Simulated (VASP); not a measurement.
Crystal: BH12C3N.

```xyz
17
Lattice="4.5396 2.6209 1.9641 -4.5396 2.6209 1.9641 0.0000 -5.2419 1.9641" Properties=species:S:1:pos:R:3 pbc="T T T"
B     0.0000    0.0000    5.4100
H    -1.2052    0.6958    2.1776
H     0.0000   -1.3917    2.1776
H     1.2052    0.6958    2.1776
H    -2.0981    0.1799    3.6481
H     0.8932   -1.9070    3.6481
H     1.2049    1.7270    3.6481
H    -1.2049    1.7270    3.6481
H     2.0981    0.1799    3.6481
H    -0.8932   -1.9070    3.6481
H     0.0000   -4.0734    1.8380
H     3.5277    2.0367    1.8380
H    -3.5277    2.0367    1.8380
C    -1.2097    0.6984    3.2752
C     0.0000   -1.3969    3.2752
C     1.2097    0.6984    3.2752
N     0.0000    0.0000    3.7907
```

The cell isn't the ideal one: ions relaxed at fixed cell.

Base run:

```yaml
Program: VASP 6.6.1
Functional: PBE
Potentials_or_basis: VASP PAW PBE potentials, release 64 (B, H, C, N)
Cutoff: 520 eV
k_mesh: 6 × 6 × 6
Occupations: fermi-dirac, width 0.02 eV
Spin: no spin polarisation
```

Its results: band gap on the k mesh 6.29 eV, indirect (least direct gap 6.37 eV); pressure 0.6 GPa; largest force 0.031 eV/Å.

**Question.** The run is repeated on the same cell with these changes: functional from PBE to r2SCAN; further incar settings from LREAL = Auto; ALGO = Fast; EDIFF = 1e-06; NBANDS = 30 to LREAL = Auto; ALGO = Normal; EDIFF = 1e-08; NBANDS = 30. What comes out?

**Answer.** Band gap on the k mesh 6.80 eV, indirect (least direct gap 6.88 eV); pressure -1.2 GPa; largest force 0.163 eV/Å.

Caveats: the PAW data sets were made with another functional, which shifts forces and pressure a little (some runs).

A k mesh can miss the band edges.

Not every run made on this cell is shown here.
